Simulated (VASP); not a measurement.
Data:

```
Pb
1.0
    0.00000     2.50856     2.50856
    2.50856     0.00000     2.50856
    2.50856     2.50856     0.00000
Pb
1
Direct
  0.00000   0.00000   0.00000
```

Method: MS2 meta-GGA, VASP's PBE PAW potentials (set 64) (plane waves; VASP 6.6.1). Settings: 520 eV cut-off, 13×13×13 Γ-centred mesh, first-order Methfessel-Paxton smearing of 0.10 eV, potentials Pb_d.

Task: Give the stress tensor in GPa (positive for a compressed cell).

Result: 
```
-2.39   0.00   0.00
 0.00  -2.39   0.00
 0.00   0.00  -2.39
```
The pressure is its mean diagonal, -2.39 GPa.

The compound is Pb in the fcc structure. This cell is one point of a volume scan, at 1.06 of the reference volume.
